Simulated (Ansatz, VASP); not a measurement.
# Cross-check of CCl (Cl-CC-Cl chair bilayer, AA) between VASP and Ansatz, part 2 of 2

Aim: how closely do two programs agree when they are given the same cell, functional and k mesh? The structure shown is the start of the Ansatz relaxation below; VASP solves that cell, so the two are compared at the walk's first step.

VASP 6.6.1 and Ansatz 0.2.0.

So far: The structure; Ansatz: relaxation, RPBE with D3(BJ).

### 3. VASP: single point, RPBE with D3(BJ), start cell

Level of this step: RPBE with D3(BJ); plane waves and PAW (Cl, C) (VASP).

The same cell, functional, mesh and smearing now go to VASP, with its own data sets.

Lines of VASP's logs that name or quote its potential files are left out, and so is its time.

The input, INCAR:

```
SYSTEM = CCl
PREC = Accurate
ENCUT = 520
EDIFF = 1E-06
NELM = 120
ISMEAR = -1
SIGMA = 0.05
LREAL = .FALSE.
ALGO = Normal
GGA = RP
IVDW = 12
NBANDS = 30
LORBIT = 11
LWAVE = .FALSE.
LCHARG = .FALSE.
ISIF = 2
LDIPOL = .TRUE.
IDIPOL = 3
DIPOL = 0.5 0.5 0.316
LVHAR = .TRUE.
LASPH = .TRUE.
GGA_COMPAT = .FALSE.
EFERMI = MIDGAP
NELMDL = -8
KPAR = 2
```

The input, POSCAR:

```
CCl
1.0
    2.5080000000      0.0000000000      0.0000000000
   -1.2540000000      2.1719920000      0.0000000000
    0.0000000000      0.0000000000     46.2666670000
Cl C
4 4
Direct
    0.6666665899      0.3333331799      0.1945244943
    0.3333331799      0.6666663597      0.2824207544
    0.6666665899      0.3333331799      0.3494236358
    0.3333331799      0.6666663597      0.4373198744
    0.6666665899      0.3333331799      0.2329971165
    0.3333331799      0.6666663597      0.2439481322
    0.6666665899      0.3333331799      0.3878962580
    0.3333331799      0.6666663597      0.3988472522
```

The input, KPOINTS:

```
Automatic mesh
0
Gamma
18 18 1
0 0 0
```

The projector-augmented-wave data sets are Cl and C (PBE family, release 64).

On the command line:

```bash
> mpirun -np 2 vasp_std
```

Numbers of over 12 decimals in the logs are rounded to 6 here.

Output:

```text
[banner, memory and clock lines left out]
running    2 mpi-ranks, on    1 nodes
 distrk:  each k-point on    1 cores,    2 groups
 distr:  one band on    1 cores,    1 groups

 POSCAR found type information on POSCAR ClC
 POSCAR found :  2 types and       8 ions
|                                                                             |
|               ----> ADVICE to this user running VASP <----                  |
|                                                                             |
|     You enforced a specific xc type in the INCAR file but a different       |
|     [... a line on the potential file left out ...]
|     I HOPE YOU KNOW WHAT YOU ARE DOING!                                     |
|                                                                             |

 LDA part: xc-table for (Slater+PW92), standard interpolation
 POSCAR, INCAR and KPOINTS ok, starting setup
 FFT: planning ... GRIDC
 FFT: planning ... GRID_SOFT
 FFT: planning ... GRID
 WAVECAR not read
 entering main loop
       N       E                     dE             d eps       ncg     rms          rms(c)
DAV:   1     0.442094154206E+03    0.44209E+03   -0.18319E+04  2236   0.119E+03
DAV:   2     0.235083984206E+02   -0.41859E+03   -0.39127E+03  3356   0.266E+02
DAV:   3    -0.291905170332E+02   -0.52699E+02   -0.51934E+02  2784   0.105E+02
DAV:   4    -0.306559913709E+02   -0.14655E+01   -0.14363E+01  3048   0.196E+01
DAV:   5    -0.306999198685E+02   -0.43928E-01   -0.43720E-01  3218   0.316E+00
DAV:   6    -0.307010746273E+02   -0.11548E-02   -0.11525E-02  3128   0.435E-01
DAV:   7    -0.307011278600E+02   -0.53233E-04   -0.53205E-04  3370   0.818E-02
DAV:   8    -0.307011297472E+02   -0.18871E-05   -0.18860E-05  2902   0.128E-02    0.371E+01
DAV:   9    -0.293964707667E+02    0.13047E+01   -0.13986E+00  2726   0.913E+00    0.198E+01
DAV:  10    -0.292180602289E+02    0.17841E+00   -0.24091E+00  2978   0.847E+00    0.505E+00
DAV:  11    -0.292554266138E+02   -0.37366E-01   -0.18289E+00  3010   0.649E+00    0.193E+00
DAV:  12    -0.292059759609E+02    0.49451E-01   -0.13306E+00  3094   0.539E+00    0.115E+00
DAV:  13    -0.291711815155E+02    0.34794E-01   -0.19497E-01  3034   0.228E+00    0.457E-01
DAV:  14    -0.291717948628E+02   -0.61335E-03   -0.35087E-02  2950   0.993E-01    0.354E-01
[...]
DAV:  23    -0.291711768893E+02   -0.15169E-04   -0.12312E-06  2150   0.353E-03    0.283E-03
DAV:  24    -0.291711963713E+02   -0.19482E-04   -0.23659E-06  2174   0.363E-03    0.194E-03
DAV:  25    -0.291712011073E+02   -0.47360E-05   -0.49310E-07  2050   0.177E-03    0.133E-03
DAV:  26    -0.291712046949E+02   -0.35876E-05   -0.15696E-07  1698   0.135E-03    0.651E-04
DAV:  27    -0.291712071544E+02   -0.24595E-05   -0.56135E-08  1592   0.855E-04    0.250E-04
DAV:  28    -0.291712088435E+02   -0.16891E-05   -0.65726E-08  1626   0.498E-04    0.399E-04
DAV:  29    -0.291712098548E+02   -0.10112E-05   -0.28088E-08  1554   0.353E-04    0.361E-04
DAV:  30    -0.291712103415E+02   -0.48673E-06   -0.20003E-08  1518   0.348E-04
   1 F= -.35839046E+02 E0= -.35833543E+02  d E =-.110061E-01
```

Parts of OUTCAR (step 3):

```text
ion  position               nearest neighbor table
   1  0.667  0.333  0.195-   5 1.78
   2  0.333  0.667  0.282-   6 1.78
   3  0.667  0.333  0.349-   7 1.78
   4  0.333  0.667  0.437-   8 1.78
   5  0.667  0.333  0.233-   6 1.53   6 1.53   6 1.53   1 1.78
   6  0.333  0.667  0.244-   5 1.53   5 1.53   5 1.53   2 1.78
   7  0.667  0.333  0.388-   8 1.53   8 1.53   8 1.53   3 1.78
   8  0.333  0.667  0.399-   7 1.53   7 1.53   7 1.53   4 1.78

  LATTYP: Found a hexagonal cell.
 ALAT       =     2.5080000000
 C/A-ratio  =    18.4476343700

 Subroutine GETGRP returns: Found 12 space group operations
 (whereof  6 operations were pure point group operations)

The static configuration has the point symmetry C_3v.
 The point group associated with its full space group is D_3d.

 Found     37 irreducible k-points:

   k-points           NKPTS =     37   k-points in BZ     NKDIM =     37   number of bands    NBANDS=     30

   dimension x,y,z NGX =    20 NGY =   20 NGZ =  350
   dimension x,y,z NGXF=    40 NGYF=   40 NGZF=  700

   ENCUT  =  520.0 eV  38.22 Ry    6.18 a.u.   4.66  4.66 86.03*2*pi/ulx,y,z

   NELECT =      44.0000    total number of electrons

 k-points in reciprocal lattice and weights: Automatic mesh
   0.00000000  0.00000000  0.00000000       0.003
   0.05555556  0.00000000  0.00000000       0.019
   0.11111111  0.00000000  0.00000000       0.019
   0.16666667  0.00000000  0.00000000       0.019
   0.22222222  0.00000000  0.00000000       0.019
   0.27777778  0.00000000  0.00000000       0.019
   0.33333333  0.00000000  0.00000000       0.019
   0.38888889  0.00000000  0.00000000       0.019
   0.44444444  0.00000000  0.00000000       0.019
[...]
0.33333333  0.27777778  0.00000000       0.037
   0.33333333  0.33333333  0.00000000       0.006

 dipolmoment           0.000000      0.000000     -0.000012 electrons x Angstroem

 average (electrostatic) potential at core
       1 -96.7022       2 -96.6979       3 -96.6980       4 -96.7026       5 -57.2638
       6 -57.2334       7 -57.2337       8 -57.2642

 E-fermi :   1.2845

 k-point     1 :       0.0000    0.0000    0.0000
  band No.  band energies     occupation
    ...
     12      -3.3661      2.00000
     13      -3.3656      2.00000
     14      -3.3656      2.00000
     15      -0.5306      2.00000
     16       0.5165      2.00000
     17       1.5130      0.02053
     18       1.5130      0.02052
     19       1.5312      0.01430
     20       1.5312      0.01430
     21       2.3206      0.00000
    ...

 k-point     2 :       0.0556    0.0000    0.0000
  band No.  band energies     occupation
    ...
     14      -3.5217      2.00000
     15      -0.4580      2.00000
     16       0.5531      2.00000
     17       1.0353      1.98642
     18       1.0608      1.97749
     19       1.4249      0.11382
     20       1.4472      0.07438
     21       1.9339      0.00000
     22       1.9502      0.00000
     23       2.2086      0.00000
    ...

 k-point     3 :       0.1111    0.0000    0.0000
  band No.  band energies     occupation
    ...
     18       0.4819      2.00000
     19       0.9622      1.99683
     20       1.1662      1.82850
     21       1.1971      1.70382
     22       1.2024      1.67566
     23       1.9055      0.00001
     24       1.9442      0.00000
     25       3.4618      0.00000
     26       3.9373      0.00000
     27       4.5991      0.00000
    ...

 Edisp (eV)   -6.66784

  Total      32.16102    32.16103     1.53565     0.00000     0.00000     0.00000
  in kB     204.44967   204.44973     9.76224     0.00000     0.00000     0.00000
  external pressure =      139.55 kB  Pullay stress =        0.00 kB

  energy-cutoff  :      520.00
  volume of cell :      252.03
      direct lattice vectors                 reciprocal lattice vectors
     2.508000000  0.000000000  0.000000000     0.398724083  0.230203426  0.000000000
    -1.254000000  2.171992000  0.000000000     0.000000000  0.460406852  0.000000000
     0.000000000  0.000000000 46.266667000     0.000000000  0.000000000  0.021613833

 POSITION                                       TOTAL-FORCE (eV/Angst)
 -----------------------------------------------------------------------------------
      1.25400      0.72400      9.00000         0.000000      0.000000     -0.443923
      0.00000      1.44799     13.06667         0.000000      0.000000      0.625131
      1.25400      0.72400     16.16667         0.000000      0.000000     -0.625131
      0.00000      1.44799     20.23333        -0.000000      0.000000      0.443923
      1.25400      0.72400     10.78000        -0.000000      0.000000      1.772597
      0.00000      1.44799     11.28667        -0.000000     -0.000000     -1.826416
      1.25400      0.72400     17.94667         0.000000      0.000000      1.826416
      0.00000      1.44799     18.45333         0.000000     -0.000000     -1.772597
 -----------------------------------------------------------------------------------
    total drift:                                0.000000      0.002188     -0.002446

  FREE ENERGIE OF THE ION-ELECTRON SYSTEM (eV)
  ---------------------------------------------------
  free  energy   TOTEN  =       -35.8390457807 eV

  energy  without entropy=      -35.8280396685  energy(sigma->0) =      -35.83354272

 vacuum level on the upper side and lower side of the slab         4.308         4.308

 total charge
# of ion       s       p       d       tot
------------------------------------------
    1        1.647   3.557   0.000   5.204
    2        1.650   3.554   0.000   5.204
    3        1.650   3.554   0.000   5.204
    4        1.647   3.557   0.000   5.204
    5        0.840   1.682   0.000   2.522
    6        0.840   1.684   0.000   2.524
    7        0.840   1.684   0.000   2.524
    8        0.840   1.682   0.000   2.522
--------------------------------------------------
tot          9.952  20.954   0.000  30.907

[... 3 further parts left out ...]
```

### 4. Differences

Known differences besides the potentials themselves: Ansatz cuts the interaction across the vacuum, VASP repeats the sheet with a dipole correction; the cutoff is 420 eV in Ansatz and 520 eV in VASP; Ansatz makes its cores anew for this functional, VASP keeps those of its PBE data sets. Total energies have different zeros and are not compared.

Forces (eV/Å; atoms numbered as in POSCAR):

```csv
atom,"Ansatz x, y, z","VASP x, y, z"
Cl1,"0.000, 0.000, -0.587","0.000, 0.000, -0.444"
Cl2,"0.000, 0.000, 0.765","0.000, 0.000, 0.625"
Cl3,"0.000, 0.000, -0.765","0.000, 0.000, -0.625"
Cl4,"0.000, 0.000, 0.587","0.000, 0.000, 0.444"
C5,"0.000, 0.000, 1.930","0.000, 0.000, 1.773"
C6,"0.000, 0.000, -1.983","0.000, 0.000, -1.826"
C7,"0.000, 0.000, 1.983","0.000, 0.000, 1.826"
C8,"0.000, 0.000, -1.930","0.000, 0.000, -1.773"
```

The forces differ by 86 meV/Å r.m.s., which is 11.2 % of the r.m.s. force of 0.767 eV/Å (both taken over all components). With vacuum in the cell, a pressure given here is an average over mostly empty space and none of the material.

### 5. Results

```json
{"r.m.s. force difference (single point, RPBE with D3(BJ), start cell)": "11 % of the r.m.s. force"}
```

What this shows: The r.m.s. force difference is 11 % of the r.m.s. force (single point, RPBE with D3(BJ), start cell), beyond the 3 % picked in this series as the mark of a large difference. What causes the difference of the single point, RPBE with D3(BJ), start cell pair stays open here. 1 further run of this series is not shown here. How closely two codes agree says nothing of how well the functional describes the real material.

[Lines on the potential files, build, host, timing and source positions are cut from VASP's logs without a mark.]

[Logs are printed without paths, hosts, clocks, repeated set-up lines and the standing remarks that a program may print on its own settings, such as how far it seeks lower states.]

[Hosts, paths, dates, database ids (printed as entryN), source tags and the programs' standing remarks are cut or masked in the printed files.]
